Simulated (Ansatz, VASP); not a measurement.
## Cross-check of Fe between VASP and Ansatz

Wanted: the spread between two codes on one cell, functional and k mesh.

Calculated with Ansatz 0.2.0; plane waves, with VASP 6.6.1 beside it; single point at PBE.

The database entry behind the starting cell differs from later determinations by our own check (an axis about 0.7 % long against later determinations), so it need not match the best structure at ambient conditions.

### 1. Starting point

The structure is cubic, space group Im-3m (No. 229). The conventional cell has a = 2.886 Å, b = 2.886 Å, c = 2.886 Å, α = 90.00°, β = 90.00°, γ = 90.00°. Nearest to Fe lie 8 Fe at 2.50 Å.

As a file:

```xyz
2
Lattice="-2.8860 2.8860 2.8860 0.0000 0.0000 2.8860 0.0000 2.8860 0.0000" Properties=species:S:1:pos:R:3 pbc="T T T"
Fe    0.0000    0.0000    0.0000
Fe   -1.4430    1.4430    1.4430
```

### 2. VASP: single point, PBE

With cell and atoms fixed, the geometry can't cause a difference; cores, projectors, grids and the points listed under the comparison can.

Lines of VASP's logs that name or quote its potential files are left out, and so is its time.

The input, INCAR:

```
SYSTEM = Fe
PREC = Accurate
ENCUT = 350
EDIFF = 1E-06
NELM = 150
ISMEAR = -1
SIGMA = 0.15
LREAL = .FALSE.
ALGO = Normal
GGA = PE
ISPIN = 2
MAGMOM = 2.8 -2.8
LMAXMIX = 4
LORBIT = 11
LWAVE = .FALSE.
LCHARG = .TRUE.
KPAR = 4
AMIX = 0.2
BMIX = 1E-04
AMIX_MAG = 0.8
BMIX_MAG = 1E-04
```

The input, POSCAR:

```
Fe
1.0
   -2.8860000000      2.8860000000      2.8860000000
    0.0000000000      0.0000000000      2.8860000000
    0.0000000000      2.8860000000      0.0000000000
Fe
2
Direct
    0.0000000000      0.0000000000      0.0000000000
    0.5000000000      0.0000000000      0.0000000000
```

The input, KPOINTS:

```
Automatic mesh
0
Gamma
11 22 22
0 0 0
```

PAW data sets: Fe (PBE family, release 64).

Started as:

```
mpirun -np 4 vasp_std
```

Numbers of over 12 decimals in the logs are rounded to 6 here.

Log:

```text
[banner, memory and clock lines left out]
running    4 mpi-ranks, on    1 nodes
 distrk:  each k-point on    1 cores,    4 groups
 distr:  one band on    1 cores,    1 groups

 POSCAR found type information on POSCAR Fe
 POSCAR found :  1 types and       2 ions
 LDA part: xc-table for (Slater+PW92), standard interpolation
 POSCAR, INCAR and KPOINTS ok, starting setup
 FFT: planning ... GRIDC
 FFT: planning ... GRID_SOFT
 FFT: planning ... GRID
 WAVECAR not read
 entering main loop
       N       E                     dE             d eps       ncg     rms          rms(c)
DAV:   1     0.714994723552E+02    0.71499E+02   -0.58693E+03  8864   0.126E+03
DAV:   2    -0.153751416997E+02   -0.86875E+02   -0.81005E+02  8836   0.277E+02
DAV:   3    -0.183494145923E+02   -0.29743E+01   -0.26011E+01  9912   0.638E+01
DAV:   4    -0.184248143704E+02   -0.75400E-01   -0.71506E-01  9116   0.909E+00
DAV:   5    -0.184257296892E+02   -0.91532E-03   -0.91129E-03  9504   0.825E-01    0.153E+01
DAV:   6    -0.160143442491E+02    0.24114E+01   -0.64362E+00  9032   0.476E+01    0.662E+00
DAV:   7    -0.157481409176E+02    0.26620E+00   -0.16043E+00  8948   0.225E+01    0.362E+00
DAV:   8    -0.157300937362E+02    0.18047E-01   -0.26444E-02  8792   0.313E+00    0.264E+00
DAV:   9    -0.157139193534E+02    0.16174E-01   -0.27687E-03 11164   0.701E-01    0.122E+00
DAV:  10    -0.157076640385E+02    0.62553E-02   -0.14098E-02  8744   0.232E+00    0.109E-01
DAV:  11    -0.157076184083E+02    0.45630E-04   -0.12888E-04  8800   0.186E-01    0.480E-02
DAV:  12    -0.157076084380E+02    0.99703E-05   -0.48893E-05  8988   0.141E-01    0.145E-02
DAV:  13    -0.157076165206E+02   -0.80826E-05   -0.10749E-05  9544   0.596E-02    0.402E-03
DAV:  14    -0.157076190866E+02   -0.25660E-05   -0.72150E-07  4376   0.164E-02    0.140E-03
DAV:  15    -0.157076178603E+02    0.12263E-05   -0.20890E-07  4392   0.555E-03    0.948E-04
DAV:  16    -0.157076170833E+02    0.77707E-06   -0.34369E-08  4376   0.289E-03
   1 F= -.15707617E+02 E0= -.15510219E+02  d E =-.394797E+00  mag=     0.0000
```

From OUTCAR (step 2):

```text
ion  position               nearest neighbor table
   1  0.000  0.000  0.000-   2 2.50   2 2.50   2 2.50   2 2.50   2 2.50   2 2.50   2 2.50   2 2.50

  LATTYP: Found a simple cubic cell.
 ALAT       =     2.8860000000

 Subroutine GETGRP returns: Found 48 space group operations
 (whereof 48 operations were pure point group operations)

The static configuration has the point symmetry O_h .

 Found    182 irreducible k-points:

   k-points           NKPTS =    182   k-points in BZ     NKDIM =    182   number of bands    NBANDS=     12

   dimension x,y,z NGX =    32 NGY =   18 NGZ =   18
   dimension x,y,z NGXF=    64 NGYF=   36 NGZF=   36

   ENCUT  =  350.0 eV  25.72 Ry    5.07 a.u.   7.63  4.40  4.40*2*pi/ulx,y,z

   NELECT =      16.0000    total number of electrons

 k-points in reciprocal lattice and weights: Automatic mesh
   0.00000000  0.00000000  0.00000000       0.000
   0.09090909  0.00000000  0.00000000       0.001
   0.18181818  0.00000000  0.00000000       0.001
   0.27272727  0.00000000  0.00000000       0.001
   0.36363636  0.00000000  0.00000000       0.001
   0.45454545  0.00000000  0.00000000       0.001
   0.00000000  0.04545455  0.00000000       0.002
   0.18181818  0.04545455  0.00000000       0.005
   0.27272727  0.04545455  0.00000000       0.005
[...]
0.36363636  0.45454545  0.45454545       0.002
   0.45454545  0.50000000  0.45454545       0.001

 average (electrostatic) potential at core
       1 -43.9282       2 -43.9282

 E-fermi :   5.5959

 spin component 1
 k-point     1 :       0.0000    0.0000    0.0000
  band No.  band energies     occupation
    ...
      2       1.4300      1.00000
      3       1.4300      1.00000
      4       3.7047      1.00000
      5       3.7047      1.00000
      6       3.7047      1.00000
      7       5.6467      0.41610
      8       5.6467      0.41610
      9       6.5777      0.00143
     10       6.5777      0.00143
     11       6.5777      0.00143
    ...

 k-point     2 :       0.0909    0.0000    0.0000
  band No.  band energies     occupation
    ...
      3       1.4963      1.00000
      4       3.6920      1.00000
      5       3.6920      1.00000
      6       3.7410      1.00000
      7       5.5768      0.53174
      8       5.6734      0.37358
      9       6.4386      0.00362
     10       6.4386      0.00362
     11       6.5375      0.00187
     12      13.8816      0.00000

 k-point     3 :       0.1818    0.0000    0.0000
  band No.  band energies     occupation
    ...
      3       1.6872      1.00000
      4       3.6608      1.00000
      5       3.6608      1.00000
      6       3.8442      0.99999
      7       5.3752      0.81329
      8       5.7407      0.27579
      9       6.0926      0.03520
     10       6.0926      0.03520
     11       6.4243      0.00398
     12      11.8610      0.00000

 k-point     4 :       0.2727    0.0000    0.0000
  band No.  band energies     occupation
    ...
      3       1.9771      1.00000
      4       3.6272      1.00000
      5       3.6272      1.00000
      6       3.9949      0.99998
      7       5.0701      0.97084
      8       5.6834      0.35825
      9       5.6834      0.35825
     10       5.8031      0.20077
     11       6.2600      0.01180
     12       9.8377      0.00000

 k-point     5 :       0.3636    0.0000    0.0000
  band No.  band energies     occupation
    ...
      5       3.6056      1.00000
      6       4.1558      0.99993
      7       4.7219      0.99706
      8       5.3362      0.84962
      9       5.3362      0.84961
     10       5.7733      0.23458
     11       6.0866      0.03658
     12       8.2510      0.00000

 k-point     6 :       0.4545    0.0000    0.0000
  band No.  band energies     occupation
    ...
      5       3.5985      1.00000
      6       4.2669      0.99986
      7       4.4558      0.99950
      8       5.1378      0.95495
      9       5.1378      0.95495
     10       5.6120      0.47324
     11       5.9680      0.07725
     12       7.4559      0.00000

  Total       -1.6461879     -1.6461879     -1.6461879     -0.0000000     -0.0000000     -0.0000000
  in kB     -109.7238425   -109.7238425   -109.7238425     -0.0000000     -0.0000000     -0.0000000
  external PRESSURE =    -109.7238425 kB  Pullay stress =       0.0000000 kB

  energy-cutoff  :      350.00
  volume of cell :       24.04
      direct lattice vectors                 reciprocal lattice vectors
    -2.886000000  2.886000000  2.886000000    -0.346500347  0.000000000  0.000000000
     0.000000000  0.000000000  2.886000000     0.346500347  0.000000000  0.346500347
     0.000000000  2.886000000  0.000000000     0.346500347  0.346500347  0.000000000

 POSITION                                       TOTAL-FORCE (eV/Angst)
 -----------------------------------------------------------------------------------
      0.00000      0.00000      0.00000         0.000000      0.000000      0.000000
     -1.44300      1.44300      1.44300        -0.000000     -0.000000     -0.000000
 -----------------------------------------------------------------------------------
    total drift:                                0.000000     -0.000000      0.000000

  FREE ENERGIE OF THE ION-ELECTRON SYSTEM (eV)
  ---------------------------------------------------
  free  energy   TOTEN  =       -15.7076170833 eV

  energy  without entropy=      -15.3128204662  energy(sigma->0) =      -15.51021877

 total charge
# of ion       s       p       d       tot
------------------------------------------
    1        0.471   0.497   6.184   7.152
    2        0.471   0.497   6.184   7.152
--------------------------------------------------
tot          0.942   0.994  12.367  14.304

 magnetization (x)
# of ion       s       p       d       tot
[... the rest is left out ...]

[... 1 further part left out ...]
```

The magnetic state follows from one typed start and may not be the lowest.

[end of part 1 of 2]

[Lines on the potential files, build, host, timing and source positions are cut from VASP's logs without a mark.]

[Logs are printed without paths, hosts, clocks, repeated set-up lines and the standing remarks that a program may print on its own settings, such as how far it seeks lower states.]

[Hosts, paths, dates, database ids (printed as entryN), source tags and the programs' standing remarks are cut or masked in the printed files.]
